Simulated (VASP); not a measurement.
Data:

```xyz
4
Lattice="2.2916 -3.9692 0.0000 2.2916 3.9692 0.0000 0.0000 0.0000 7.4566" Properties=species:S:1:pos:R:3 pbc="T T T"
Mg     2.2916    -1.3231     3.7264
Mg     2.2916     1.3231     7.4547
Te     2.2916    -1.3231     6.5339
Te     2.2916     1.3231     2.8056
```

All values below come from rev-vdW-DF2, VASP's PBE PAW potentials (set 64) (plane waves; VASP 6.6.1). Run with 520 eV cut-off, Gaussian smearing of 0.050 eV, potentials Mg Te.

Unless said otherwise, spin-orbit coupling is left out, though it shifts the bands of the heavy elements here.

Task: Give the energies of bands 3 to 11 at the high-symmetry points, in eV from the valence-band maximum.

Result: 
```json
[
 {"band": "3", "Γ": "-3.23", "M": "-3.06", "K": "-2.54", "A": "-1.99", "L": "-3.14", "H": "-2.93"},
 {"band": "4", "Γ": "-0.48", "M": "-2.60", "K": "-2.54", "A": "-1.99", "L": "-3.14", "H": "-2.93"},
 {"band": "5", "Γ": "-0.48", "M": "-1.94", "K": "-2.34", "A": "-0.26", "L": "-0.88", "H": "-1.93"},
 {"band": "6", "Γ": "-0.01", "M": "-1.22", "K": "-1.39", "A": "-0.26", "L": "-0.88", "H": "-1.93"},
 {"band": "7", "Γ": "-0.01", "M": "-0.99", "K": "-1.39", "A": "-0.26", "L": "-0.87", "H": "-0.62"},
 {"band": "8", "Γ": "0.00", "M": "-0.44", "K": "-1.36", "A": "-0.26", "L": "-0.87", "H": "-0.62"},
 {"band": "9", "Γ": "2.37", "M": "3.12", "K": "3.48", "A": "3.40", "L": "3.17", "H": "3.86"},
 {"band": "10", "Γ": "2.94", "M": "3.83", "K": "5.66", "A": "3.40", "L": "3.17", "H": "3.86"},
 {"band": "11", "Γ": "5.26", "M": "4.20", "K": "5.66", "A": "5.51", "L": "4.25", "H": "5.06"}
]
```

The gap is direct, 2.37 eV, from the valence maximum at Γ to the conduction minimum at Γ.

The compound is MgTe in the wurtzite structure. It was relaxed first.
